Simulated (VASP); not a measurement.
Computed with PBEsol GGA, VASP's PBE PAW potentials (set 64) (plane waves; VASP).

VASP ran on this input.

INCAR:
```
ALGO = Normal
EDIFF = 1E-7
ENCUT = 520
GGA = PS
ISIF = 2
ISMEAR = -5
LASPH = .TRUE.
LCHARG = .TRUE.
LEFG = .TRUE.
LMAXMIX = 4
LORBIT = 11
LREAL = .FALSE.
LWAVE = .FALSE.
NEDOS = 601
NELM = 100
PREC = Accurate
SYSTEM = Al2Ga2N4
```

### POSCAR
```
Al2Ga2N4
1
    3.1438076247    -5.4476534943     0.0000000000
    1.5729508025     2.7244315146     0.0000000000
    0.0000000000     0.0000000000     5.0926200398
Ga N Al
2 4 2
Direct
  0.3353371652   0.3353371652   0.5019692796
  0.1646618348   0.6646628348   0.0019692796
  0.3402821548   0.3402821548   0.8845994164
  0.1597168452   0.6597178452   0.3845994164
  0.8257343720   0.3257333720   0.8758771429
  0.6742656280   0.6742666280   0.3758771429
  0.8310619559   0.3310609559   0.5015541612
  0.6689380441   0.6689390441   0.0015541612
```

KPOINTS:
```
Regular mesh
0
G
 5 9 5
0 0 0
```

POTCAR, in this order: Ga_d N Al (PBE.64 set). Program: vasp_std.

Output

### OSZICAR
```
       N       E                     dE             d eps       ncg     rms          rms(c)
DAV:   1     0.501175442336E+03    0.50118E+03   -0.24784E+04  4584   0.255E+03
DAV:   2     0.160211989504E+02   -0.48515E+03   -0.46929E+03  5039   0.622E+02
DAV:   3    -0.613267578966E+02   -0.77348E+02   -0.76731E+02  4902   0.183E+02
DAV:   4    -0.657411266494E+02   -0.44144E+01   -0.43989E+01  6338   0.487E+01
DAV:   5    -0.658161684349E+02   -0.75042E-01   -0.74966E-01  5171   0.600E+00    0.156E+01
DAV:   6    -0.574818071135E+02    0.83344E+01   -0.33867E+01  7042   0.659E+01    0.507E+00
DAV:   7    -0.576257294614E+02   -0.14392E+00   -0.34397E+00  5127   0.125E+01    0.385E+00
DAV:   8    -0.575740823020E+02    0.51647E-01   -0.59476E-01  6344   0.111E+01    0.102E+00
DAV:   9    -0.575398784280E+02    0.34204E-01   -0.18957E-01  7503   0.735E+00    0.371E-01
DAV:  10    -0.575407253735E+02   -0.84695E-03   -0.12696E-02  5055   0.890E-01    0.147E-01
DAV:  11    -0.575408102904E+02   -0.84917E-04   -0.16696E-03  6814   0.737E-01    0.341E-02
DAV:  12    -0.575408251269E+02   -0.14836E-04   -0.33781E-04  6756   0.235E-01    0.196E-02
DAV:  13    -0.575408302458E+02   -0.51189E-05   -0.27829E-05  5359   0.460E-02    0.701E-03
DAV:  14    -0.575408302861E+02   -0.40312E-07   -0.66752E-06  7565   0.337E-02    0.375E-03
DAV:  15    -0.575408303370E+02   -0.50865E-07   -0.15896E-06  6238   0.120E-02    0.292E-03
DAV:  16    -0.575408303363E+02    0.67303E-09   -0.27724E-07  4503   0.620E-03
   1 F= -.57540830E+02 E0= -.57540830E+02  d E =0.000000E+00
```

**OUTCAR**
```
------------------------ aborting loop because EDIFF is reached ----------------------------------------
  FORCE on cell =-STRESS in cart. coord.  units (eV):
  Direction    XX          YY          ZZ          XY          YZ          ZX
  --------------------------------------------------------------------------------------
  Total        0.0291163      0.0314701      0.0288670      0.0020384      0.0000000      0.0000000
  in kB        0.5346224      0.5778416      0.5300456      0.0374287      0.0000000      0.0000000
  external PRESSURE =       0.5475032 kB  Pullay stress =       0.0000000 kB
  volume of cell :       87.26
      direct lattice vectors                 reciprocal lattice vectors
     3.143807625 -5.447653494  0.000000000     0.159007516 -0.091803005  0.000000000
     1.572950803  2.724431515  0.000000000     0.317944439  0.183483797  0.000000000
     0.000000000  0.000000000  5.092620040     0.000000000  0.000000000  0.196362578
 POSITION                                       TOTAL-FORCE (eV/Angst)
 -----------------------------------------------------------------------------------
      1.58170     -0.91320      2.55634         0.007402     -0.004273      0.008890
      1.56315      0.91381      0.01003        -0.007402      0.004273      0.008890
      1.60503     -0.92666      4.50493         0.004522     -0.002611      0.004910
      1.53982      0.92727      1.95862        -0.004522      0.002611      0.004910
      3.10831     -3.61088      4.46051        -0.008722      0.005036      0.005318
      3.18035     -1.83617      1.91420         0.008722     -0.005036      0.005318
      3.13344     -3.62538      2.55422        -0.000727      0.000420     -0.019118
      3.15522     -1.82166      0.00791         0.000727     -0.000420     -0.019118
 -----------------------------------------------------------------------------------
    total drift:                               -0.000358      0.002704     -0.000931
  FREE ENERGIE OF THE ION-ELECTRON SYSTEM (eV)
  ---------------------------------------------------
  free  energy   TOTEN  =       -57.5408303363 eV

  energy  without entropy=      -57.5408303363  energy(sigma->0) =      -57.54083034

 total charge

# of ion       s       p       d       tot
------------------------------------------
    1        0.788   0.919  10.190  11.898
    2        0.788   0.919  10.190  11.898
    3        1.217   2.551   0.000   3.768
    4        1.217   2.551   0.000   3.768
    5        1.216   2.587   0.000   3.804
    6        1.216   2.587   0.000   3.804
    7        0.370   0.437   0.000   0.807
    8        0.370   0.437   0.000   0.807
--------------------------------------------------
tot          7.183  12.989  20.380  40.553

 Electric field gradients after diagonalization (V/A^2)
 (convention: |V_zz| > |V_xx| > |V_yy|)
----------------------------------------------------------------------
 ion       V_xx      V_yy      V_zz     asymmetry (V_yy - V_xx)/ V_zz
----------------------------------------------------------------------
   1      -5.384    -3.614     8.998       0.197
   2      -5.384    -3.614     8.998       0.197
   3      10.300     8.201   -18.501       0.113
   4      10.300     8.201   -18.501       0.113
   5     -10.455    -9.617    20.073       0.042
   6     -10.456    -9.617    20.073       0.042
   7      -1.568    -1.432     3.001       0.045
   8      -1.569    -1.432     3.001       0.046
```
(Selected blocks of OUTCAR.)

The structure was generated: Al2Ga2N4 was put into an ordered model structure (Pmn2_1), which need not be its known phase. It was relaxed first.
